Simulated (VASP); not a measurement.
Here is the system:

```
FeNi3
1.0
    3.33857     0.00000     0.00000
    0.00000     3.33857     0.00000
    0.00000     0.00000     3.33857
Fe Ni
1 3
Cartesian
  0.00000   0.00000   0.00000
  0.00000   1.66928   1.66928
  1.66928   0.00000   1.66928
  1.66928   1.66928   0.00000
```
Starting moments (μB, in the order of the record's atoms Fe Ni Ni Ni): 2.7 0.6 0.6 0.6.

Calculation: LDA (Ceperley-Alder, Perdew-Zunger), VASP's LDA PAW potentials (set 64) (plane waves; VASP 6.6.1). Settings: 500 eV cut-off, 9×9×9 Γ-centred mesh, first-order Methfessel-Paxton smearing of 0.10 eV, potentials Fe Ni.

Q: What does the run give for the cell moment, energy per atom (σ→0), pressure, band gap (on the k-mesh) with the smallest direct gap where there is one?

A: 
```
Property                                                    Result
------------------------  ----------------------------------------
band gap (on the k-mesh)  none (metal, semimetal or under 0.01 eV)
cell moment                                                4.40 μB
energy per atom (σ→0)                               -7.222 eV/atom
pressure                                                 29.75 GPa
```

Q: Give the moment on each site (PAW-sphere projection).

A: 
```tsv
site	moment (μB)
Fe1	2.58
Ni2	0.58
Ni3	0.58
Ni4	0.58
```

Total energies compare only between runs with the same potentials, cut-off and functional.

The compound is Ni3Fe in the L1_2 structure. It was relaxed first under an external pressure of 30 GPa.
